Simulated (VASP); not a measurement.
All values below come from SCAN meta-GGA, VASP's PBE PAW potentials (set 64) (plane waves; VASP).

VASP input:

File POSCAR:
```
SiC
1.0
  0.0000000000   2.1800000000   2.1800000000
  2.1800000000   0.0000000000   2.1800000000
  2.1800000000   2.1800000000   0.0000000000
Si C
1 1
direct
  0.0000000000   0.0000000000   0.0000000000
  0.2500000000   0.2500000000   0.2500000000
```

**INCAR**
```
! general
SYSTEM =SiC
PREC   =Accurate
ENCUT  =520
LREAL  =.False.
LASPH  =.True.

! electronic loop
EDIFF  =1E-6
NELM   =100
ALGO   =Normal
LMIXTAU=.True.

! smearing
ISMEAR =0
SIGMA  =0.05

! functional
METAGGA=SCAN

! ions
IBRION =2
NSW    =60
ISIF   =3
EDIFFG =-0.01

! output
LWAVE  =.False.
LCHARG =.False.
```

KPOINTS:
```
Automatic
0
Gamma
9 9 9
0 0 0
```

POTCAR, in this order: Si C (PBE.64 set). Program: vasp_std.

Output

OUTCAR:
```
 ion  position               nearest neighbor table
   1  0.000  0.000  0.000-   2 1.89   2 1.89   2 1.89   2 1.89
   2  0.250  0.250  0.250-   1 1.89   1 1.89   1 1.89   1 1.89
  LATTYP: Found a face centered cubic cell.
 ALAT       =     4.3600000000
 Subroutine PRICEL returns:
 Original cell was already a primitive cell.
 Subroutine GETGRP returns: Found 24 space group operations
The static configuration has the point symmetry T_d .
The dynamic configuration has the point symmetry T_d .
 Subroutine INISYM returns: Found 24 space group operations
 Subroutine IBZKPT returns following result:
 Found     35 irreducible k-points:

 Following reciprocal coordinates:
            Coordinates               Weight
  0.000000  0.000000  0.000000      1.000000
  0.111111  0.000000  0.000000      8.000000
  0.222222  0.000000  0.000000      8.000000
  0.333333  0.000000  0.000000      8.000000
  0.444444  0.000000  0.000000      8.000000
  0.111111  0.111111  0.000000      6.000000
  0.222222  0.111111  0.000000     24.000000
  0.333333  0.111111  0.000000     24.000000
  0.444444  0.111111  0.000000     24.000000
...
```

File OSZICAR:
```
       N       E                     dE             d eps       ncg     rms          rms(c)
DAV:   1    -0.253669233232E+01   -0.25367E+01   -0.41430E+03   584   0.849E+02
DAV:   2    -0.234961769249E+02   -0.20959E+02   -0.19032E+02   784   0.109E+02
DAV:   3    -0.238460763942E+02   -0.34990E+00   -0.34990E+00   672   0.173E+01
DAV:   4    -0.238472049587E+02   -0.11286E-02   -0.11286E-02   832   0.104E+00
DAV:   5    -0.238472055053E+02   -0.54658E-06   -0.54658E-06   672   0.198E-02    0.928E+00
DAV:   6    -0.203099046187E+02    0.35373E+01   -0.71344E+00   784   0.168E+01    0.491E+00
DAV:   7    -0.206376088160E+02   -0.32770E+00   -0.42207E-01   568   0.810E+00    0.202E+00
DAV:   8    -0.202729423957E+02    0.36467E+00   -0.56103E-01   760   0.783E+00    0.113E+00
DAV:   9    -0.206179212780E+02   -0.34498E+00   -0.34615E-01   608   0.674E+00    0.226E-01
DAV:  10    -0.206922772628E+02   -0.74356E-01   -0.99849E-02   568   0.396E+00    0.214E-01
DAV:  11    -0.206926309096E+02   -0.35365E-03   -0.11080E-03   904   0.380E-01    0.223E-01
DAV:  12    -0.206928435427E+02   -0.21263E-03   -0.72777E-06   608   0.324E-02    0.221E-01
DAV:  13    -0.206926832806E+02    0.16026E-03   -0.87418E-03   560   0.131E+00    0.259E-01
DAV:  14    -0.206943581348E+02   -0.16749E-02   -0.21267E-03   608   0.624E-01    0.381E-01
DAV:  15    -0.206941472813E+02    0.21085E-03   -0.92460E-04   608   0.347E-01    0.415E-01
DAV:  16    -0.206941052026E+02    0.42079E-04   -0.10097E-04   664   0.102E-01    0.406E-01
DAV:  17    -0.206931423331E+02    0.96287E-03   -0.72091E-04   664   0.230E-01    0.328E-01
DAV:  18    -0.206930350064E+02    0.10733E-03   -0.71071E-05   728   0.942E-02    0.299E-01
DAV:  19    -0.206926932181E+02    0.34179E-03   -0.35023E-04   768   0.135E-01    0.226E-01
DAV:  20    -0.206922133448E+02    0.47987E-03   -0.13709E-03   696   0.277E-01    0.729E-02
DAV:  21    -0.206921176902E+02    0.95655E-04   -0.20144E-04   800   0.117E-01    0.210E-02
DAV:  22    -0.206920782174E+02    0.39473E-04   -0.11891E-05   560   0.492E-02    0.157E-02
DAV:  23    -0.206920447894E+02    0.33428E-04   -0.13470E-05   752   0.250E-02    0.407E-03
DAV:  24    -0.206920340889E+02    0.10701E-04   -0.12424E-06   288   0.108E-02    0.317E-03
DAV:  25    -0.206920308024E+02    0.32865E-05   -0.24753E-07   328   0.704E-03    0.267E-03
DAV:  26    -0.206920323389E+02   -0.15365E-05   -0.12874E-07   288   0.302E-03    0.181E-03
DAV:  27    -0.206920326431E+02   -0.30420E-06   -0.15674E-08   304   0.154E-03
   1 F= -.20692033E+02 E0= -.20692033E+02  d E =-.206920E+02
       N       E                     dE             d eps       ncg     rms          rms(c)
DAV:   1    -0.206921137636E+02   -0.81425E-04   -0.36141E-02   592   0.170E+00    0.215E-01
DAV:   2    -0.206918847992E+02    0.22896E-03   -0.26295E-03   632   0.575E-01    0.116E-01
DAV:   3    -0.206918520707E+02    0.32728E-04   -0.46803E-04   592   0.331E-01    0.304E-02
DAV:   4    -0.206919757425E+02   -0.12367E-03   -0.38242E-04   560   0.317E-01    0.156E-02
DAV:   5    -0.206919234564E+02    0.52286E-04   -0.13517E-04   576   0.197E-01    0.130E-02
DAV:   6    -0.206920138505E+02   -0.90394E-04   -0.87073E-05   560   0.149E-01    0.360E-03
DAV:   7    -0.206919336673E+02    0.80183E-04   -0.74955E-05   576   0.127E-01    0.429E-03
DAV:   8    -0.206919382549E+02   -0.45876E-05   -0.14673E-06   760   0.164E-02    0.159E-03
DAV:   9    -0.206919438964E+02   -0.56414E-05   -0.90503E-07   576   0.128E-02    0.542E-04
DAV:  10    -0.206919446920E+02   -0.79566E-06   -0.36509E-08   288   0.285E-03
   2 F= -.20691945E+02 E0= -.20691945E+02  d E =0.879511E-04
       N       E                     dE             d eps       ncg     rms          rms(c)
DAV:   1    -0.206925364744E+02   -0.59258E-03   -0.96885E-03   592   0.875E-01    0.112E-01
DAV:   2    -0.206925027625E+02    0.33712E-04   -0.73690E-04   600   0.306E-01    0.600E-02
DAV:   3    -0.206925271063E+02   -0.24344E-04   -0.12926E-04   592   0.173E-01    0.158E-02
DAV:   4    -0.206924726896E+02    0.54417E-04   -0.10161E-04   560   0.162E-01    0.785E-03
DAV:   5    -0.206925150116E+02   -0.42322E-04   -0.37111E-05   560   0.103E-01    0.665E-03
DAV:   6    -0.206924792738E+02    0.35738E-04   -0.23612E-05   560   0.777E-02    0.170E-03
DAV:   7    -0.206925071825E+02   -0.27909E-04   -0.21023E-05   576   0.682E-02    0.217E-03
DAV:   8    -0.206925019719E+02    0.52105E-05   -0.45782E-07   584   0.929E-03    0.780E-04
DAV:   9    -0.206924985587E+02    0.34132E-05   -0.24900E-07   312   0.687E-03    0.225E-04
DAV:  10    -0.206924980505E+02    0.50822E-06   -0.19561E-08   288   0.221E-03
   3 F= -.20692498E+02 E0= -.20692498E+02  d E =-.465407E-03
```

### OUTCAR
```
------------------------ aborting loop because EDIFF is reached ----------------------------------------
  FORCE on cell =-STRESS in cart. coord.  units (eV):
  Direction    XX          YY          ZZ          XY          YZ          ZX
  --------------------------------------------------------------------------------------
  Total        0.0030748      0.0030748      0.0030748     -0.0000000      0.0000000     -0.0000000
  in kB        0.2391070      0.2391070      0.2391070     -0.0000000      0.0000000     -0.0000000
  external PRESSURE =       0.2391070 kB  Pullay stress =       0.0000000 kB
  volume of cell :       20.60
      direct lattice vectors                 reciprocal lattice vectors
     0.000000000  2.175879668  2.175879668    -0.229792119  0.229792119  0.229792119
     2.175879668  0.000000000  2.175879668     0.229792119 -0.229792119  0.229792119
     2.175879668  2.175879668  0.000000000     0.229792119  0.229792119 -0.229792119
  FREE ENERGIE OF THE ION-ELECTRON SYSTEM (eV)
  ---------------------------------------------------
  free  energy   TOTEN  =       -20.6924980505 eV

  energy  without entropy=      -20.6924980505  energy(sigma->0) =      -20.69249805

 reached required accuracy - stopping structural energy minimisation
```
(Selected blocks of OUTCAR.)

File CONTCAR:
```
SiC
   1.00000000000000
     0.0000000000000000    2.1758796677464893    2.1758796677464893
     2.1758796677464893    0.0000000000000000    2.1758796677464893
     2.1758796677464893    2.1758796677464893    0.0000000000000000
  Si              C
     1     1
Direct
     0.0000000000000000    0.0000000000000000    0.0000000000000000
     0.2500000000000000    0.2500000000000000    0.2500000000000000
```

The compound is SiC in the zinc blende structure. This run relaxes it. Symmetry was kept, so distortions that lower it aren't found.
